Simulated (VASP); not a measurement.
```
CELL_PARAMETERS angstrom
      0.00000     2.16500     2.16500
      2.16500     0.00000     2.16500
      2.16500     2.16500     0.00000
ATOMIC_POSITIONS crystal
  Ti 0.00000 0.00000 0.00000
  C  0.50000 0.50000 0.50000
```

These are revPBE GGA, VASP's PBE PAW potentials (set 64) (plane waves; VASP) values and carry that method's errors. Numerical set-up: 520 eV cut-off, 13×13×13 Γ-centred mesh, first-order Methfessel-Paxton smearing of 0.10 eV, potentials Ti_sv C.

Problem. The ions, cell shape and volume are relaxed. What does this cell relax into?

Solution. 
```
CELL_PARAMETERS angstrom
      0.00000     2.17686     2.17686
      2.17686     0.00000     2.17686
      2.17686     2.17686     0.00000
ATOMIC_POSITIONS crystal
  Ti 0.00000 0.00000 0.00000
  C  0.50000 0.50000 0.50000
```
Space group Fm-3m (225), at a tolerance of 0.03 Å.

Problem. How do energy and volume change from the first to the last step?

Solution. The energy (σ→0) changes by -2.1 meV/atom and the volume by +1.7 %, in 3 ionic steps.

```csv
step,E(σ→0) (eV),max force (eV/Å),pressure (GPa),volume (Å³)
1,-17.9641,0.000,4.01,20.30
2,-17.9621,0.000,-4.59,21.05
3,-17.9683,0.000,-0.04,20.63
```

The compound is TiC in the rock salt structure. This run relaxes it. Symmetry was kept, so distortions that lower it aren't found.
